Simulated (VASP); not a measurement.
Given:

```
CELL_PARAMETERS angstrom
      3.36107     0.00000     0.00000
     -1.68053     2.91077     0.00000
      0.00000     0.00000     5.56326
ATOMIC_POSITIONS crystal
  B  0.33333 0.66667 0.37463
  B  0.66667 0.33333 0.87463
  As 0.33333 0.66667 0.00037
  As 0.66667 0.33333 0.50037
```

Level of theory: PBEsol GGA, VASP's PBE PAW potentials (set 64) (plane waves; VASP 6.6.1). Numerical set-up: 520 eV cut-off, 9×9×5 Γ-centred mesh, tetrahedra with Blöchl corrections, potentials B As.

Q: Estimate the energy per atom (σ→0).

A: 
| Item | Value |
|---|---|
| energy per atom (σ→0) | -6.094 eV/atom |

Total energies compare only between runs with the same potentials, cut-off and functional.

The structure comes from a computed database's BAs entry (P6_3mc); how it stands against other phases isn't given here. It was relaxed first.
